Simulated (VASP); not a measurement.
```
PbTe
1.0
    0.00000     3.28388     3.28388
    3.28388     0.00000     3.28388
    3.28388     3.28388     0.00000
Te Pb
1 1
Direct
  0.50000   0.50000   0.50000
  0.00000   0.00000   0.00000
```

Method: revTPSS meta-GGA, VASP's PBE PAW potentials (set 64) (plane waves; VASP). Numerical set-up: 520 eV cut-off, 7×7×7 Γ-centred mesh, Gaussian smearing of 0.050 eV, potentials Te Pb_d.

Question: Give the stress tensor in GPa (positive for a compressed cell).

Answer: 
```
-1.14   0.00   0.00
 0.00  -1.14   0.00
 0.00   0.00  -1.14
```
The pressure is its mean diagonal, -1.14 GPa.

The compound is PbTe in the rock salt structure. This cell is one point of a volume scan, at 1.03 of the reference volume.
